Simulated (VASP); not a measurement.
Output of a VASP run:

OUTCAR:
```
 ion  position               nearest neighbor table
   1  0.000  0.000  0.500-   2 2.58   2 2.58   4 2.63   3 2.63   4 2.63   3 2.63   4 2.63   3 2.63
  LATTYP: Found a hexagonal cell.
 ALAT       =     3.9712889164
 C/A-ratio  =     1.2996509910
 Subroutine PRICEL returns:
 Original cell was already a primitive cell.
 Subroutine GETGRP returns: Found 24 space group operations
The static configuration has the point symmetry D_3d.
 The point group associated with its full space group is D_6h.
The dynamic configuration has the point symmetry D_3d.
 Subroutine INISYM returns: Found 24 space group operations
 Subroutine IBZKPT returns following result:
 Found     40 irreducible k-points:

 Following reciprocal coordinates:
            Coordinates               Weight
  0.000000  0.000000  0.000000      1.000000
  0.125000  0.000000  0.000000      6.000000
  0.250000  0.000000  0.000000      6.000000
  0.375000  0.000000  0.000000      6.000000
  0.500000  0.000000  0.000000      3.000000
  0.125000  0.125000  0.000000      6.000000
  0.250000  0.125000  0.000000     12.000000
  0.375000  0.125000  0.000000     12.000000
  0.250000  0.250000  0.000000      6.000000
  0.375000  0.250000  0.000000      6.000000
  0.000000  0.000000  0.166667      2.000000
  0.125000  0.000000  0.166667     12.000000
  0.250000  0.000000  0.166667     12.000000
  0.375000  0.000000  0.166667     12.000000
  0.500000  0.000000  0.166667      6.000000
  0.125000  0.125000  0.166667     12.000000
  0.250000  0.125000  0.166667     24.000000
  0.375000  0.125000  0.166667     24.000000
  0.250000  0.250000  0.166667     12.000000
  0.375000  0.250000  0.166667     12.000000
  0.000000  0.000000  0.333333      2.000000
  0.125000  0.000000  0.333333     12.000000
  0.250000  0.000000  0.333333     12.000000
  0.375000  0.000000  0.333333     12.000000
  0.500000  0.000000  0.333333      6.000000
  0.125000  0.125000  0.333333     12.000000
  0.250000  0.125000  0.333333     24.000000
  0.375000  0.125000  0.333333     24.000000
  0.250000  0.250000  0.333333     12.000000
  0.375000  0.250000  0.333333     12.000000
  0.000000  0.000000  0.500000      1.000000
  0.125000  0.000000  0.500000      6.000000
  0.250000  0.000000  0.500000      6.000000
  0.375000  0.000000  0.500000      6.000000
  0.500000  0.000000  0.500000      3.000000
  0.125000  0.125000  0.500000      6.000000
  0.250000  0.125000  0.500000     12.000000
  0.375000  0.125000  0.500000     12.000000
  0.250000  0.250000  0.500000      6.000000
  0.375000  0.250000  0.500000      6.000000
   k-points           NKPTS =     40   k-points in BZ     NKDIM =     40   number of bands    NBANDS=     19
   number of dos      NEDOS =    301   number of ions     NIONS =      4
   total plane-waves  NPLWV =  31360
   dimension x,y,z NGX =    28 NGY =   28 NGZ =   40
   dimension x,y,z NGXF=    56 NGYF=   56 NGZF=   80
   ions per type =               2   2
   PREC   = accura    normal or accurate (medium, high low for compatibility)
   ISTART =      0    job   : 0-new  1-cont  2-samecut
   ICHARG =      2    charge: 1-file 2-atom 10-const
   ISPIN  =      1    spin polarized calculation?
   LNONCOLLINEAR =      F non collinear calculations
   LSORBIT =      F    spin-orbit coupling
   INIWAV =      1    electr: 0-lowe 1-rand  2-diag
   ENCUT  =  480.0 eV  35.28 Ry    5.94 a.u.   7.09  7.09  9.22*2*pi/ulx,y,z
   NELM   =    100;   NELMIN=  2; NELMDL= -5     # of ELM steps
   EDIFF  = 0.1E-06   stopping-criterion for ELM
   LREAL  =      F    real-space projection
   NLSPLINE    = F    spline interpolate recip. space projectors
   LMAXMIX     =    4 max onsite mixed and CHGCAR
   VOSKOWN=      0    Vosko Wilk Nusair interpolation
   EDIFFG = -.1E-01   stopping-criterion for IOM
   NSW    =     40    number of steps for IOM
   NBLOCK =      1;   KBLOCK =     40    inner block; outer block
...
```

File OSZICAR:
```
...
DAV:   6    -0.246768089646E+02   -0.29583E+01   -0.37038E+01  1669   0.110E+02    0.180E+01
DAV:   7    -0.203158673858E+02    0.43609E+01   -0.13653E+01  1658   0.768E+01    0.383E+00
DAV:   8    -0.203704478977E+02   -0.54581E-01   -0.17089E+00  2071   0.124E+01    0.270E+00
DAV:   9    -0.203094681686E+02    0.60980E-01   -0.25302E-01  1743   0.874E+00    0.644E-01
DAV:  10    -0.203100730378E+02   -0.60487E-03   -0.75861E-03  1610   0.808E-01    0.516E-01
DAV:  11    -0.203097324967E+02    0.34054E-03   -0.73221E-04  1670   0.234E-01    0.163E-01
DAV:  12    -0.203094701271E+02    0.26237E-03   -0.79660E-04  2121   0.491E-01    0.489E-02
DAV:  13    -0.203094764769E+02   -0.63498E-05   -0.87832E-05  1616   0.678E-02    0.365E-02
DAV:  14    -0.203094771355E+02   -0.65857E-06   -0.51376E-06  1681   0.272E-02    0.656E-03
DAV:  15    -0.203094762784E+02    0.85708E-06   -0.10414E-06  1745   0.168E-02    0.256E-03
DAV:  16    -0.203094760882E+02    0.19024E-06   -0.16971E-07   870   0.495E-03    0.897E-04
DAV:  17    -0.203094761172E+02   -0.29020E-07   -0.11024E-07   793   0.276E-03
   1 F= -.18109534E+02 E0= -.18110060E+02  d E =-.181095E+02
       N       E                     dE             d eps       ncg     rms          rms(c)
DAV:   1    -0.235052004173E+02   -0.31957E+01   -0.34346E+01  1640   0.949E+01    0.177E+01
DAV:   2    -0.284276556658E+02   -0.49225E+01   -0.75805E+01  1638   0.162E+02    0.236E+01
DAV:   3    -0.201483534919E+02    0.82793E+01   -0.24581E+01  1643   0.106E+02    0.378E+00
DAV:   4    -0.201902920965E+02   -0.41939E-01   -0.25914E+00  2008   0.151E+01    0.244E+00
DAV:   5    -0.201503516289E+02    0.39940E-01   -0.13076E-01  2005   0.547E+00    0.135E+00
DAV:   6    -0.201439389314E+02    0.64127E-02   -0.29338E-02  1858   0.206E+00    0.560E-01
DAV:   7    -0.201429083903E+02    0.10305E-02   -0.84988E-03  1741   0.172E+00    0.207E-01
DAV:   8    -0.201428410280E+02    0.67362E-04   -0.48310E-04  1823   0.365E-01    0.396E-02
DAV:   9    -0.201428211063E+02    0.19922E-04   -0.63571E-05  2240   0.867E-02    0.195E-02
DAV:  10    -0.201428195965E+02    0.15097E-05   -0.10581E-05  2295   0.433E-02    0.634E-03
DAV:  11    -0.201428195691E+02    0.27434E-07   -0.12161E-06  1692   0.151E-02    0.487E-03
DAV:  12    -0.201428194926E+02    0.76504E-07   -0.10951E-07   829   0.245E-03
   2 F= -.18108327E+02 E0= -.18107946E+02  d E =0.120749E-02
       N       E                     dE             d eps       ncg     rms          rms(c)
DAV:   1    -0.210494027640E+02   -0.90658E+00   -0.82775E+00  1628   0.497E+01    0.814E+00
DAV:   2    -0.222608420482E+02   -0.12114E+01   -0.17594E+01  1716   0.794E+01    0.120E+01
DAV:   3    -0.202949728857E+02    0.19659E+01   -0.75872E+00  1663   0.504E+01    0.191E+00
DAV:   4    -0.202774250363E+02    0.17548E-01   -0.21116E-01  1580   0.521E+00    0.927E-01
DAV:   5    -0.202679741778E+02    0.94509E-02   -0.16984E-02  2194   0.212E+00    0.212E-01
DAV:   6    -0.202676983565E+02    0.27582E-03   -0.18048E-03  1556   0.451E-01    0.820E-02
DAV:   7    -0.202677056161E+02   -0.72596E-05   -0.75940E-05  2206   0.974E-02    0.460E-02
DAV:   8    -0.202677044705E+02    0.11456E-05   -0.51868E-06  1696   0.261E-02    0.433E-03
DAV:   9    -0.202677042165E+02    0.25402E-06   -0.62097E-07  1651   0.130E-02    0.206E-03
DAV:  10    -0.202677041119E+02    0.10462E-06   -0.14672E-07   913   0.303E-03    0.121E-03
DAV:  11    -0.202677040589E+02    0.52937E-07   -0.44538E-08   787   0.404E-03
   3 F= -.18152370E+02 E0= -.18152418E+02  d E =-.428364E-01
```

File OUTCAR:
```
------------------------ aborting loop because EDIFF is reached ----------------------------------------
  FORCE on cell =-STRESS in cart. coord.  units (eV):
  Direction    XX          YY          ZZ          XY          YZ          ZX
  --------------------------------------------------------------------------------------
  Total        2.1234899      2.1234901      2.0795314      0.0000000     -0.0000000     -0.0000000
  in kB       50.1927898     50.1927947     49.1537461      0.0000000     -0.0000000     -0.0000000
  external PRESSURE =      -0.1535565 kB  Pullay stress =      50.0000000 kB
  volume of cell :       67.78
      direct lattice vectors                 reciprocal lattice vectors
     1.959684508 -3.394273300 -0.000000000     0.255143110 -0.147306936  0.000000000
     1.959684508  3.394273300 -0.000000000     0.255143110  0.147306936  0.000000000
    -0.000000000 -0.000000000  5.095144265     0.000000000  0.000000000  0.196265297
 POSITION                                       TOTAL-FORCE (eV/Angst)
 -----------------------------------------------------------------------------------
     -0.00000     -0.00000      2.54757         0.000000      0.000000     -0.000000
     -0.00000     -0.00000      5.09514         0.000000      0.000000     -0.000000
      1.95968      1.13143      1.27379        -0.000000     -0.000000      0.000000
      1.95968     -1.13143      3.82136         0.000000      0.000000     -0.000000
 -----------------------------------------------------------------------------------
    total drift:                                0.000000      0.000000     -0.000000
  FREE ENERGIE OF THE ION-ELECTRON SYSTEM (eV)
  ---------------------------------------------------
  free  energy   TOTEN  =       -20.2677040589 eV

  energy  without entropy=      -20.2678454849  energy(sigma->0) =      -20.26775120
  enthalpy is  TOTEN    =       -18.1523704483 eV   P V=        2.1153336106

 reached required accuracy - stopping structural energy minimisation
```
(Selected blocks of OUTCAR.)

POSCAR:
```
NiSb
1
    1.9856443853    -3.4392371295     0.0000000000
    1.9856443853     3.4392371295    -0.0000000000
    0.0000000000     0.0000000000     5.1612895758
Ni Sb
2 2
Direct
  0.0000000000   0.0000000000   0.5000000000
  0.0000000000   0.0000000000   0.0000000000
  0.3333330000   0.6666670000   0.2500000000
  0.6666670000   0.3333330000   0.7500000000
```

**Question.** Reconstruct the remaining input files.

**Answer.** Several could match; the one computed here: the input of the run itself, PBE GGA, plane waves, VASP's PBE PAW potentials (set 64).

INCAR:
```
ALGO  =  Normal
EDIFF  =  1E-7
EDIFFG  =  -0.01
ENCUT  =  480
GGA  =  PE
IBRION  =  2
ISIF  =  3
ISMEAR  =  1
LASPH  =  .TRUE.
LCHARG  =  .FALSE.
LMAXMIX  =  4
LREAL  =  .FALSE.
LWAVE  =  .FALSE.
NELM  =  100
NSW  =  40
PREC  =  Accurate
PSTRESS  =  50
SIGMA  =  0.1
SYSTEM  =  NiSb
```

### KPOINTS
```
K-points
0
G
8 8 6
```

POTCAR, in this order: Ni Sb (PBE.64 set). Program: vasp_std.

Energy and stress use the plane-wave basis of the starting cell.

The compound is NiSb in the NiAs type structure. This run relaxes it under an external pressure of 5 GPa. Symmetry was kept, so distortions that lower it aren't found. The run is not spin-polarised, so no magnetic state was tried.
